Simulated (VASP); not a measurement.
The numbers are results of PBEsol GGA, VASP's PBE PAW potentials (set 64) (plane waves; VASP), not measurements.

The input files of a VASP run:

### INCAR
```
# general
SYSTEM  = TiAl
PREC    = Accurate
ENCUT   = 520
LREAL   = F
LASPH   = T

# electronic loop
EDIFF   = 1E-6
NELM    = 100
ALGO    = Normal
LMAXMIX = 4

# smearing
ISMEAR  = 1
SIGMA   = 0.1

# functional
GGA     = PS

# ions
IBRION  = 2
NSW     = 60
ISIF    = 3
EDIFFG  = -0.01

# output
LWAVE   = F
LCHARG  = F
```

**KPOINTS**
```
Automatic mesh
0
Gamma
12 12 8
0 0 0
```

POSCAR:
```
TiAl
1
    2.7996882828     0.0000000000     0.0000000000
    0.0000000000     2.7996882828     0.0000000000
    0.0000000000    -0.0000000000     4.0271286154
Ti Al
1 1
Direct
  0.0000000000   0.0000000000   0.0000000000
  0.5000000000   0.5000000000   0.5000000000
```

POTCAR, in this order: Ti_sv Al (PBE.64 set). Program: vasp_std.

The run wrote:

**OSZICAR**
```
       N       E                     dE             d eps       ncg     rms          rms(c)
DAV:   1     0.884320875832E+02    0.88432E+02   -0.74633E+03  3083   0.139E+03
DAV:   2    -0.906603619549E+01   -0.97498E+02   -0.94762E+02  3107   0.333E+02
DAV:   3    -0.147207359585E+02   -0.56547E+01   -0.54202E+01  4915   0.780E+01
DAV:   4    -0.149157850720E+02   -0.19505E+00   -0.19244E+00  3948   0.124E+01
DAV:   5    -0.149240077278E+02   -0.82227E-02   -0.82115E-02  4427   0.229E+00    0.103E+01
DAV:   6    -0.134005975851E+02    0.15234E+01   -0.12427E+01  3837   0.393E+01    0.331E+00
DAV:   7    -0.132699006834E+02    0.13070E+00   -0.10937E+00  3556   0.112E+01    0.197E+00
DAV:   8    -0.132527212066E+02    0.17179E-01   -0.14519E-01  3484   0.427E+00    0.492E-01
DAV:   9    -0.132515086016E+02    0.12126E-02   -0.26013E-02  3784   0.218E+00    0.238E-01
DAV:  10    -0.132515699948E+02   -0.61393E-04   -0.16812E-03  3862   0.476E-01    0.632E-02
DAV:  11    -0.132515610110E+02    0.89838E-05   -0.48416E-04  4160   0.247E-01    0.465E-02
DAV:  12    -0.132515635637E+02   -0.25527E-05   -0.32927E-05  3510   0.635E-02    0.116E-02
DAV:  13    -0.132515630177E+02    0.54601E-06   -0.93899E-07  2543   0.109E-02
   1 F= -.13251563E+02 E0= -.13251771E+02  d E =-.132516E+02
```

OUTCAR:
```
------------------------ aborting loop because EDIFF is reached ----------------------------------------
  FORCE on cell =-STRESS in cart. coord.  units (eV):
  Direction    XX          YY          ZZ          XY          YZ          ZX
  --------------------------------------------------------------------------------------
  Total       -0.0078776     -0.0078776     -0.0020600      0.0000000      0.0000000      0.0000000
  in kB       -0.3998414     -0.3998414     -0.1045570      0.0000000      0.0000000      0.0000000
  external PRESSURE =      -0.3014133 kB  Pullay stress =       0.0000000 kB
  volume of cell :       31.57
      direct lattice vectors                 reciprocal lattice vectors
     2.799688283  0.000000000  0.000000000     0.357182621  0.000000000  0.000000000
     0.000000000  2.799688283  0.000000000     0.000000000  0.357182621  0.000000000
     0.000000000  0.000000000  4.027128615     0.000000000  0.000000000  0.248315883
 POSITION                                       TOTAL-FORCE (eV/Angst)
 -----------------------------------------------------------------------------------
      0.00000      0.00000      0.00000         0.000000      0.000000      0.000000
      1.39984      1.39984      2.01356         0.000000      0.000000      0.000000
 -----------------------------------------------------------------------------------
    total drift:                                0.000000      0.000000      0.000000
  FREE ENERGIE OF THE ION-ELECTRON SYSTEM (eV)
  ---------------------------------------------------
  free  energy   TOTEN  =       -13.2515630177 eV

  energy  without entropy=      -13.2521862510  energy(sigma->0) =      -13.25177076

 reached required accuracy - stopping structural energy minimisation
```
(Selected blocks of OUTCAR.)

The compound is TiAl in the L1_0 structure. It was relaxed first. The start is the result of an earlier pass. The electron count is odd and the run is not spin-polarised, which forces a metal.
